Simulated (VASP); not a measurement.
VASP ran on this input.

### POSCAR
```
NbH2
1
    2.9251400000     0.0000000000     0.0000000000
   -1.4625700000     2.5332450000     0.0000000000
    0.0000000000     0.0000000000     4.7188580000
Nb H
1 2
Direct
  0.0000000000   0.0000000000   0.0000000000
  0.3333330000   0.6666670000   0.2520000000
  0.6666670000   0.3333330000   0.7480000000
```

**INCAR**
```
LCHARG = F
EDIFF = 1E-6   ! SCF stop (eV)
ALGO = Normal
ISMEAR = 0   ! Gaussian
ISIF = 2   ! forces and stress, cell fixed
MAGMOM = 9*0.0
LORBIT = 11   ! lm-projected
LSORBIT = T
NELM = 100   ! most electronic steps
LMAXMIX = 4
LREAL = F
GGA_COMPAT = F
PREC = Accurate
LWAVE = F
SIGMA = 0.136   ! width (eV)
SYSTEM = NbH2
LASPH = T
LNONCOLLINEAR = T
GGA = PE   ! PBE
ENCUT = 300   ! plane-wave cut-off (eV)
```

File KPOINTS:
```
Automatic mesh
0
Gamma
13 13 7
0 0 0
```

POTCAR, in this order: Nb_sv H (PBE.64 set). Program: vasp_ncl.

Translate this PBE+SOC calculation to Ansatz.

One equivalent input (not run):
Ansatz 0.2 input:
```yaml
crystal:
  lattice:
    - [2.9251400, 0.0000000, 0.0000000]
    - [-1.4625700, 2.5332450, 0.0000000]
    - [0.0000000, 0.0000000, 4.7188580]
  atoms:
    - { symbol: Nb, position: [0.0000000, 0.0000000, 0.0000000] }
    - { symbol: H, position: [0.3333330, 0.6666670, 0.2520000] }
    - { symbol: H, position: [0.6666670, 0.3333330, 0.7480000] }
kpoints:
  mp_grid: { grid: [13, 13, 7] }
hamiltonian:
  xc: pbe
  pseudopotentials: { kind: paw }
magnetization: { noncollinear: true, spin_orbit: true }
scf:
  occupations: { method: gaussian, width: 0.136 }
  max_iter: 100
output: { forces: true, stress: true, eigenvalues: true }
```
What does not carry over: each code has its own PAW files, so the cut-off isn't converted (ENCUT is set for VASP's; basis.ecutwfc is left out, and Ansatz then takes the one that its files recommend); Ansatz stops its SCF on the density residual and VASP on the energy change (EDIFF).

The structure was generated: NbH2 was put into an ordered model structure, which need not be its known phase. The cell was not relaxed at this level. The run is one of a series of settings (GGA_COMPAT = .FALSE., LNONCOLLINEAR = .TRUE., LSORBIT = .TRUE., MAGMOM = 0.0 0.0 0.0 0.0 0.0 0.0 0.0 0.0 0.0, program vasp_ncl against the base run), some of them coarse on purpose.
